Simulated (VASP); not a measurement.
All values below come from PBEsol GGA, VASP's PBE PAW potentials (set 64) (plane waves; VASP 6.6.1).

VASP input:

**INCAR**
```
# general
SYSTEM  = Tc
PREC    = Accurate
ENCUT   = 500   # plane-wave cut-off (eV)
LREAL   = .FALSE.
LASPH   = .TRUE.   # aspherical one-centre terms

# electronic loop
EDIFF   = 1E-6
NELM    = 100   # most electronic steps
ALGO    = Normal
LMAXMIX = 4

# smearing
ISMEAR  = 1   # Methfessel-Paxton
SIGMA   = 0.1

# functional
GGA     = PS   # PBEsol

# ions
IBRION  = 2   # conjugate gradients
NSW     = 40   # most ionic steps
ISIF    = 3
EDIFFG  = -0.02
PSTRESS = 300   # kbar

# output
LWAVE   = .FALSE.
LCHARG  = .FALSE.
```

KPOINTS:
```
Automatic mesh
0
Gamma
16 16 9
0 0 0
```

File POSCAR:
```
Tc
1
    1.3266940805    -2.2979019978     0.0000000000
    1.3266940805     2.2979019978    -0.0000000000
    0.0000000000     0.0000000000     4.2438669984
Tc
2
Direct
  0.3333330000   0.6666670000   0.2500000000
  0.6666670000   0.3333330000   0.7500000000
```

POTCAR, in this order: Tc_pv (PBE.64 set). Program: vasp_std.

Output

### OUTCAR
```
 ion  position               nearest neighbor table
   1  0.333  0.667  0.250-   2 2.62   2 2.62   2 2.62   2 2.62   2 2.62   2 2.62
   2  0.667  0.333  0.750-   1 2.62   1 2.62   1 2.62   1 2.62   1 2.62   1 2.62
  LATTYP: Found a hexagonal cell.
 ALAT       =     2.6533885458
 C/A-ratio  =     1.5994140795
 Subroutine PRICEL returns:
 Original cell was already a primitive cell.
 Subroutine GETGRP returns: Found 24 space group operations
The static configuration has the point symmetry D_3d.
 The point group associated with its full space group is D_6h.
The dynamic configuration has the point symmetry D_3d.
 Subroutine INISYM returns: Found 24 space group operations
 Subroutine IBZKPT returns following result:
 Found    150 irreducible k-points:

 Following reciprocal coordinates:
            Coordinates               Weight
  0.000000  0.000000  0.000000      1.000000
  0.062500  0.000000  0.000000      6.000000
  0.125000  0.000000  0.000000      6.000000
  0.187500 -0.000000  0.000000      6.000000
  0.250000  0.000000  0.000000      6.000000
  0.312500  0.000000  0.000000      6.000000
  0.375000 -0.000000  0.000000      6.000000
  0.437500  0.000000  0.000000      6.000000
  0.500000  0.000000  0.000000      3.000000
  0.062500  0.062500  0.000000      6.000000
  0.125000  0.062500  0.000000     12.000000
  0.187500  0.062500  0.000000     12.000000
  0.250000  0.062500  0.000000     12.000000
  0.312500  0.062500  0.000000     12.000000
  0.375000  0.062500  0.000000     12.000000
  0.437500  0.062500  0.000000     12.000000
  0.125000  0.125000  0.000000      6.000000
  0.187500  0.125000  0.000000     12.000000
  0.250000  0.125000  0.000000     12.000000
  0.312500  0.125000  0.000000     12.000000
  0.375000  0.125000  0.000000     12.000000
  0.437500  0.125000  0.000000      6.000000
  0.187500  0.187500  0.000000      6.000000
  0.250000  0.187500  0.000000     12.000000
  0.312500  0.187500  0.000000     12.000000
  0.375000  0.187500  0.000000     12.000000
  0.250000  0.250000  0.000000      6.000000
  0.312500  0.250000  0.000000     12.000000
  0.375000  0.250000  0.000000      6.000000
  0.312500  0.312500  0.000000      6.000000
  0.000000  0.000000  0.111111      2.000000
  0.062500  0.000000  0.111111     12.000000
  0.125000  0.000000  0.111111     12.000000
  0.187500 -0.000000  0.111111     12.000000
  0.250000  0.000000  0.111111     12.000000
  0.312500  0.000000  0.111111     12.000000
  0.375000 -0.000000  0.111111     12.000000
  0.437500  0.000000  0.111111     12.000000
  0.500000  0.000000  0.111111      6.000000
  0.062500  0.062500  0.111111     12.000000
   k-points           NKPTS =    150   k-points in BZ     NKDIM =    150   number of bands    NBANDS=     17
   number of dos      NEDOS =    301   number of ions     NIONS =      2
   total plane-waves  NPLWV =  12800
   dimension x,y,z NGX =    20 NGY =   20 NGZ =   32
   dimension x,y,z NGXF=    40 NGYF=   40 NGZF=   64
   ions per type =               2
   PREC   = accura    normal or accurate (medium, high low for compatibility)
   ISTART =      0    job   : 0-new  1-cont  2-samecut
   ICHARG =      2    charge: 1-file 2-atom 10-const
   ISPIN  =      1    spin polarized calculation?
   LNONCOLLINEAR =      F non collinear calculations
   LSORBIT =      F    spin-orbit coupling
   INIWAV =      1    electr: 0-lowe 1-rand  2-diag
   ENCUT  =  500.0 eV  36.75 Ry    6.06 a.u.   4.84  4.84  7.74*2*pi/ulx,y,z
   NELM   =    100;   NELMIN=  2; NELMDL= -5     # of ELM steps
   EDIFF  = 0.1E-05   stopping-criterion for ELM
   LREAL  =      F    real-space projection
...
```

### OSZICAR
```
       N       E                     dE             d eps       ncg     rms          rms(c)
DAV:   1     0.307807255224E+03    0.30781E+03   -0.16604E+04  5116   0.160E+03
DAV:   2    -0.161928867528E+02   -0.32400E+03   -0.32076E+03  5687   0.459E+02
DAV:   3    -0.238131244801E+02   -0.76202E+01   -0.74861E+01  5871   0.822E+01
DAV:   4    -0.238788624660E+02   -0.65738E-01   -0.65552E-01  5587   0.764E+00
DAV:   5    -0.238795960313E+02   -0.73357E-03   -0.73342E-03  5674   0.692E-01    0.298E+01
DAV:   6    -0.225532189842E+02    0.13264E+01   -0.27957E+00  5390   0.172E+01    0.106E+01
DAV:   7    -0.223533370250E+02    0.19988E+00   -0.70302E-01  5675   0.786E+00    0.111E+00
DAV:   8    -0.223410846676E+02    0.12252E-01   -0.18368E-02  5222   0.155E+00    0.250E-01
DAV:   9    -0.223411839193E+02   -0.99252E-04   -0.31879E-04  5792   0.156E-01    0.276E-02
DAV:  10    -0.223411823707E+02    0.15486E-05   -0.15096E-05  5277   0.371E-02    0.620E-03
DAV:  11    -0.223411825961E+02   -0.22545E-06   -0.31169E-07  2769   0.606E-03
   1 F= -.17496060E+02 E0= -.17495789E+02  d E =-.174961E+02
```

File OUTCAR:
```
------------------------ aborting loop because EDIFF is reached ----------------------------------------
  FORCE on cell =-STRESS in cart. coord.  units (eV):
  Direction    XX          YY          ZZ          XY          YZ          ZX
  --------------------------------------------------------------------------------------
  Total        4.8375191      4.8375210      4.8274814      0.0000000      0.0000000      0.0000000
  in kB      299.5292382    299.5293541    298.9077221      0.0000000      0.0000000      0.0000000
  external PRESSURE =      -0.6778952 kB  Pullay stress =     300.0000000 kB
  volume of cell :       25.88
      direct lattice vectors                 reciprocal lattice vectors
     1.326694081 -2.297901998  0.000000000     0.376876634 -0.217589784  0.000000000
     1.326694081  2.297901998  0.000000000     0.376876634  0.217589784  0.000000000
     0.000000000  0.000000000  4.243866998     0.000000000  0.000000000  0.235634152
 POSITION                                       TOTAL-FORCE (eV/Angst)
 -----------------------------------------------------------------------------------
      1.32669      0.76597      1.06097        -0.000000     -0.000000      0.000000
      1.32669     -0.76597      3.18290         0.000000      0.000000      0.000000
 -----------------------------------------------------------------------------------
    total drift:                               -0.000000      0.000571     -0.000043
  FREE ENERGIE OF THE ION-ELECTRON SYSTEM (eV)
  ---------------------------------------------------
  free  energy   TOTEN  =       -22.3411825961 eV

  energy  without entropy=      -22.3403692723  energy(sigma->0) =      -22.34091149
  enthalpy is  TOTEN    =       -17.4960604866 eV   P V=        4.8451221096

 reached required accuracy - stopping structural energy minimisation
```
(Selected blocks of OUTCAR.)

The compound is Tc in the hcp structure. It was relaxed first under an external pressure of 30 GPa.
